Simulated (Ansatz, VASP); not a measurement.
## CePbSe3 in two plane-wave programs

Wanted: the spread between two codes on one cell, functional and k mesh. The cell is generated by rule, not measured, and may not be a known phase. The cell is taken from a series of runs on this material, whose earlier steps may have relaxed, scaled, displaced or heated it; both programs get it as it stands.

Method: plane waves, with VASP 6.6.1 beside it; relaxation of cell and atoms at PBE, in Ansatz 0.2.0.

### Step 1. Starting point

It takes space group Pm-3m (No. 221, cubic). Conventional cell: a = 5.512 Å, b = 5.512 Å, c = 5.512 Å, α = 90.00°, β = 90.00°, γ = 90.00°. Nearest to Pb lie 12 Se at 3.90 Å. Nearest to Ce lie 6 Se at 2.76 Å. Se has 2 Ce at 2.76 Å nearest. Farther neighbours and most contacts between anions are not listed.

### Step 2. Ansatz: relaxation of cell and atoms, PBE, pair 1

Ansatz runs on its PAW soft_1 files.

The relaxed volume is the usual yardstick between codes: in a stiff, nearly cubic crystal its relative difference is about their pressure difference at one cell divided by the bulk modulus.

The input, input.yaml:

```yaml
crystal:
  lattice:
    - [5.5117992162, 0.0, 0.0]
    - [0.0, 5.5117992162, 0.0]
    - [0.0, 0.0, 5.5117992162]
  atoms:
    - { symbol: Pb, position: [0.0, 0.0, 0.0] }
    - { symbol: Ce, position: [0.5, 0.5, 0.5] }
    - { symbol: Se, position: [0.5, 0.5, 0.0] }
    - { symbol: Se, position: [0.5, 0.0, 0.5] }
    - { symbol: Se, position: [0.0, 0.5, 0.5] }
kpoints:
  mp_grid: { grid: [6, 6, 6] }
hamiltonian:
  xc: pbe
  pseudopotentials: { kind: paw, azcp: { folder: soft_1 } }
scf:
  occupations: { method: gaussian, width: 0.01 }
output:
  forces: true
  stress: true
  eigenvalues: true
relax:
  adjacent_minimum: "off"
  f_tol: 0.001
  max_steps: 60
  cell: { stress_tol: 0.01 }
```

The run is started by

```console
$ ansatz run input.yaml --threads 4 --pin off --max-ram 16384MiB --backend cpu --events-out ev --progress --plain --runs-dir out
```

Numbers of over 12 decimals in the logs are rounded to 6 here.

Output:

```text
band count auto-derived: 47 (N_el = 74.0; filled up to band 37; 45 by the electrons, moments and atoms)
Engine: ansatz 0.2.0, aarch64-unknown-linux-gnu
Pseudopotentials: kind: paw
Pseudopotential: Pb, paw, valence charge 14, recommended cutoff 420 eV (normal), soft_1/Pb.paw.azcp
Pseudopotential: Ce, paw, valence charge 12, recommended cutoff 420 eV (normal), soft_1/Ce.paw.azcp
Pseudopotential: Se, paw, valence charge 16, recommended cutoff 420 eV (normal), soft_1/Se.paw.azcp
Functional definition: PBE
  parameter kappa = 0.804
  parameter beta = 0.066725
  exchange = pbe_x(kappa = kappa, mu = beta*pi^2/3)
  correlation = pbe_c(beta = beta)
Crystal: 5 atoms, lattice volume = 167.448 Å³
Basis set: ecut = 420 eV, 3239 PW (Γ), exchange–correlation on 80×80×80 points (8 copies of the dense FFT grid, shifted against one another)
Bands: 47, of which v1, the nominal top of the filled ones, is band 37 counted from 1 (36 counted from 0)
Symmetry: 48 space group operations
Space group: Pm-3m (ITA 221), of the structure as read, at distance tolerance 5.5e-5 Å
k-points: 20 of 216
Non-local potential: Pb, projectors of the file, l = 0: 2, l = 1: 2, l = 2: 2, l = 3: 1
Non-local potential: Ce, projectors of the file, l = 0: 3, l = 1: 2, l = 2: 2, l = 3: 3
Non-local potential: Se, projectors of the file, l = 0: 2, l = 1: 2, l = 2: 3, l = 3: 1
PAW form: soft (Blöchl's): semilocal exchange-correlation on the pseudo side does not see the compensation charge
PAW one-centre angular grid: Pb, 590 points (default); XC on 64 Gauss nodes
PAW one-centre angular grid: Ce, 590 points (default); XC on 64 Gauss nodes
PAW one-centre angular grid: Se, 590 points (default); XC on 64 Gauss nodes
Initial density: superposition of atomic densities (chi_scale 0.1, normalization cell, long waves kept (reshape's long-wave potential 0.00 eV rms))
Initial wavefunctions: pseudopotential atomic-orbital guess
Functional: x = pbe(κ = 0.804, μ = 0.219515), c = pbe(β = 0.066725)
SCF iter   1: F=—  HF=-34920.229607 eV  |F-HF|=—  |Δ(HF+E_count)|=         —  Δρ=6.71e-1  dr2=1.18e3  ethr=3.10e-3  ⟨swp⟩=6.0  Hψ=3147  notcnv=0  defer=1
preconditioner: auto → LDOS  [insulator: Δε(μ)=0.068 eV  Ē_g=9.303 eV  σ=0.010 eV  W_gap=0.79  n_scr=32 (ndim 8)  ℏωp=18.6 eV  f_vac=0.016  D(μ)=9.01/eV (n_scr^D=80)  ε∞_Penn≈5.0  β→1.0]
SCF iter   2: F=—  HF=-34916.590514 eV  |F-HF|=—  |Δ(HF+E_count)|=    3.64e0  Δρ=2.32e-1  dr2=5.80e1  ethr=3.10e-3  ⟨swp⟩=6.7  Hψ=2592  notcnv=0  defer=61
preconditioner: auto → Resta (q_TF=auto, 2.381 Å⁻¹)  ε∞=2.9  [insulator: Δε(μ)=0.977 eV  Ē_g=13.510 eV  σ=0.010 eV  W_gap=1.00  n_scr=32 (ndim 8)  ℏωp=18.6 eV  f_vac=0.059  D(μ)=0.00/eV (n_scr^D=0)  ε∞_Penn≈2.9  vacuum switching on, ρ_ref=1.3e-2 e/Å³  β→0.5]
SCF iter   3: F=—  HF=-34919.378041 eV  |F-HF|=—  |Δ(HF+E_count)|=    2.79e0  Δρ=1.74e-1  dr2=4.85e1  ethr=3.10e-3  ⟨swp⟩=6.0  Hψ=2207  notcnv=0  defer=74
SCF iter   4: F=—  HF=-34915.710305 eV  |F-HF|=—  |Δ(HF+E_count)|=    3.67e0  Δρ=1.33e-1  dr2=4.66e1  ethr=3.10e-3  ⟨swp⟩=5.0  Hψ=1961  notcnv=0  defer=69
SCF iter   5: F=—  HF=-34911.135054 eV  |F-HF|=—  |Δ(HF+E_count)|=    4.58e0  Δρ=1.21e-1  dr2=3.44e1  ethr=3.10e-3  ⟨swp⟩=4.5  Hψ=1945  notcnv=0  defer=61
SCF iter   6: F=—  HF=-34906.655820 eV  |F-HF|=—  |Δ(HF+E_count)|=    4.48e0  Δρ=1.06e-1  dr2=2.64e1  ethr=3.10e-3  ⟨swp⟩=3.9  Hψ=1634  notcnv=0  defer=63
SCF iter   7: F=—  HF=-34900.988064 eV  |F-HF|=—  |Δ(HF+E_count)|=    5.67e0  Δρ=8.22e-2  dr2=1.54e1  ethr=3.10e-3  ⟨swp⟩=4.3  Hψ=1801  notcnv=0  defer=77
SCF iter   8: F=—  HF=-34897.947782 eV  |F-HF|=—  |Δ(HF+E_count)|=    3.04e0  Δρ=6.06e-2  dr2=8.47e0  ethr=3.10e-3  ⟨swp⟩=5.2  Hψ=2228  notcnv=0  defer=84
SCF iter   9: F=—  HF=-34897.151572 eV  |F-HF|=—  |Δ(HF+E_count)|=   7.96e-1  Δρ=5.06e-2  dr2=6.17e0  ethr=3.10e-3  ⟨swp⟩=3.5  Hψ=1132  notcnv=0  defer=86
SCF iter  10: F=—  HF=-34895.938586 eV  |F-HF|=—  |Δ(HF+E_count)|=    1.21e0  Δρ=8.96e-3  dr2=1.50e-1  ethr=3.10e-3  ⟨swp⟩=4.5  Hψ=2494  notcnv=0  defer=49
[...]
SCF iter  22: F=—  HF=-34895.877911 eV  |F-HF|=—  |Δ(HF+E_count)|=   1.14e-6  Δρ=2.96e-5  dr2=2.09e-6  ethr=2.14e-8  ⟨swp⟩=1.6  Hψ=916  notcnv=0  defer=42
SCF iter  23: F=-34895.877911 eV  HF=-34895.877911 eV  |F-HF|=5.82e-8  |Δ(HF+E_count)|=   1.59e-7  Δρ=4.84e-6  dr2=5.93e-8  ethr=1.35e-10  ⟨swp⟩=9.7  Hψ=4738  notcnv=0
SCF 1 converged in 23 iterations: F = -34895.877911 eV  dr2 = 5.93e-8
  greatest PAW one-centre occupation: 1.000 electrons in one spin orbital (limit 2), on the Se atom at site 3 (counted from 0), in its partial waves of l = 2
relax step   1: F+E_penalty+E_count = -34895.87791072 eV  Δ(F+E_penalty+E_count) = +0.000e0 eV  max|allowed force component| = 1.399e-29 eV/Å  Δτ_max = 0.0000 Å  P = -0.009 GPa  Ω = 167.448 Å³  (23 SCF iters, dr2 threshold 1.00e-7 eV, accepted)
Initial density: handed on by an earlier stage of this run
Initial wavefunctions: pseudopotential atomic-orbital guess (no wavefunctions were taken with the density)
iter 1 solved again at ethr=2.93e-8 eV; its pass at ethr=3.10e-3 eV (dr2=2.17e-5 eV) is discarded
SCF iter   1: F=—  HF=-34895.877836 eV  |F-HF|=—  |Δ(HF+E_count)|=         —  Δρ=5.37e-6  dr2=7.26e-8  ethr=2.93e-8  ⟨swp⟩=3.5  Hψ=6033  notcnv=0
preconditioner: auto → Resta (q_TF=auto, 2.381 Å⁻¹)  ε∞=4.0  [insulator: Δε(μ)=0.207 eV  Ē_g=10.696 eV  σ=0.010 eV  W_gap=1.00  n_scr=32 (ndim 8)  ℏωp=18.6 eV  f_vac=0.037  D(μ)=0.00/eV (n_scr^D=0)  ε∞_Penn≈4.0]
SCF iter   2: F=—  HF=-34895.877911 eV  |F-HF|=—  |Δ(HF+E_count)|=   7.52e-5  Δρ=1.57e-5  dr2=6.27e-7  ethr=9.80e-11  ⟨swp⟩=2.3  Hψ=1688  notcnv=0
SCF iter   3: F=—  HF=-34895.877911 eV  |F-HF|=—  |Δ(HF+E_count)|=   4.90e-8  Δρ=5.88e-7  dr2=5.27e-10  ethr=9.80e-11  ⟨swp⟩=2.0  Hψ=1360  notcnv=0
SCF iter   4: F=—  HF=-34895.877911 eV  |F-HF|=—  |Δ(HF+E_count)|=  5.53e-10  Δρ=6.47e-7  dr2=9.99e-10  ethr=1.00e-12  ⟨swp⟩=2.0  Hψ=1680  notcnv=0
SCF iter   5: F=—  HF=-34895.877911 eV  |F-HF|=—  |Δ(HF+E_count)|=  8.00e-11  Δρ=2.08e-7  dr2=6.87e-11  ethr=1.00e-12  ⟨swp⟩=2.2  Hψ=1681  notcnv=0
SCF iter   6: F=—  HF=-34895.877911 eV  |F-HF|=—  |Δ(HF+E_count)|=  7.28e-12  Δρ=1.04e-7  dr2=1.33e-11  ethr=1.00e-12  ⟨swp⟩=1.0  Hψ=940  notcnv=0
SCF iter   7: F=-34895.877911 eV  HF=-34895.877911 eV  |F-HF|=7.28e-12  |Δ(HF+E_count)|=  1.46e-11  Δρ=8.24e-9  dr2=1.25e-13  ethr=1.00e-12  ⟨swp⟩=4.0  Hψ=4117  notcnv=0
SCF 2 converged in 7 iterations: F = -34895.877911 eV  dr2 = 1.25e-13
  greatest PAW one-centre occupation: 1.000 electrons in one spin orbital (limit 2), on the Se atom at site 4 (counted from 0), in its partial waves of l = 2
relax step   2: F+E_penalty+E_count = -34895.87791078 eV  Δ(F+E_penalty+E_count) = -5.502e-8 eV  max|allowed force component| = 1.131e-29 eV/Å  Δτ_max = 0.0000 Å  P = -0.009 GPa  Ω = 167.448 Å³  stress off target by 8.74e-3 GPa  SCF on the basis re-selected at this cell (its energy is not comparable with the rows above)  (7 SCF iters)
basis re-selected at this cell: Δ(F+E_penalty+E_count) = -5.502e-8 eV, ΔP = -0.000 GPa vs the last step (what re-selecting the basis moved, of the pressure what is left beyond the Pulay correction that the steps carried, after the strain that the cell walked since its last selection, with what the two solves' SCF thresholds leave and, on support functions, any second-order correction that the steps lacked; it is no m [...]
SCF converged after 7 iterations
Free energy (F): -34895.877911 eV
Harris-Foulkes:  -34895.877911 eV  (|F-HF|=7.28e-12)
Internal energy: -34895.877911 eV  (E = F + TS)
E sigma→0 (E₀):  -34895.877911 eV
Fermi energy:    6.902966 eV
--- Per-component energies (eV) ---
  E_band       = -1372.998670
  E_kinetic    = 854.831407
  E_local      = -10598.021057  (includes V_loc(G=0)·N_el)
  E_nonlocal   = -651.790260
  E_hartree    = 5257.533695
  E_xc         = -605.626515
  E_vxc        = -577.715404  (∫ρ·V_xc dr)
  E_paw        = -22358.504877  (= ΣΔE_a)
  E_vpaw       = -915.369693  (= ΣTr[D̂ρ^β])
  E_aug_tail   = -0.001057  (compensation charges beyond the density's cutoff)
  E_ewald      = -6794.299247
  E_smearing   = -0.000000  (= −TS)
  E_closure    = 0.000000  (closes the sum)
  Σ components = -34895.877911   (vs F -34895.877911, Δ=0.00e0)
--- Forces (eV/Å), atoms counted from 1 ---
  atom   1  Pb    -0.00000000     0.00000000     0.00000000
  atom   2  Ce    -0.00000000    -0.00000000    -0.00000000
  atom   3  Se    -0.00000000     0.00000000     0.00000000
  atom   4  Se    -0.00000000     0.00000000    -0.00000000
  atom   5  Se    -0.00000000     0.00000000     0.00000000
  max |Σ_I F_I| component: 2.47e-29 eV/Å
--- Stress (GPa, compression-positive) ---
       -0.008738       0.000000       0.000000
        0.000000      -0.008738       0.000000
        0.000000       0.000000      -0.008738
  P = ⅓ Tr σ = -0.0087 GPa (-0.087 kbar)
--- Band table (eV; the first three rows and the last of 20) ---
  k-point 0: bands = [... 33 lower, 5.6080, 5.9625, 5.9625, 5.9625, 7.4741, 7.8125, 7.8125, 7.8125, ... 6 higher]
  k-point 1: bands = [... 33 lower, 5.5175, 5.5335, 5.9487, 5.9487, 7.4719, 7.6851, 7.6851, 7.8001, ... 6 higher]
  k-point 2: bands = [... 33 lower, 5.2505, 5.3945, 5.9501, 5.9501, 7.3917, 7.4676, 7.5727, 7.5727, ... 6 higher]
  k-point 19: bands = [... 33 lower, 3.8084, 6.7996, 6.7996, 6.7996, 7.4605, 7.4639, 7.4639, 7.4639, ... 6 higher]
--- Relaxed structure (1 steps of the walk, 1 accepted, 1 SCFs on fresh bases) ---
  F+E_penalty+E_count = -34895.87791078 eV   max|allowed force component| = 1.131e-29 eV/Å   (the final SCF, on the basis selected at the relaxed cell)
  cell:  # Å, volume = 167.4481 Å³
    - [5.5117992162, 0.0, 0.0]
    - [0.0, 5.5117992162, 0.0]
    - [0.0, 0.0, 5.5117992162]
  atoms:
    - { symbol: Pb, position: [0.0, 0.0, 0.0] }
    - { symbol: Ce, position: [0.5, 0.5, 0.5] }
    - { symbol: Se, position: [0.5, 0.5, 0.0] }
    - { symbol: Se, position: [0.5, 0.0, 0.5] }
    - { symbol: Se, position: [0.0, 0.5, 0.5] }
```

The column dr2 measures how far the density is from self-consistency, as an energy; F and HF (Harris–Foulkes) agree once it is small.

(Part 1 of 2 ends here.)

[Lines on the potential files, build, host, timing and source positions are cut from VASP's logs without a mark.]

[Logs are printed without paths, hosts, clocks, repeated set-up lines and the standing remarks that a program may print on its own settings, such as how far it seeks lower states.]

[Hosts, paths, dates, database ids (printed as entryN), source tags and the programs' standing remarks are cut or masked in the printed files.]
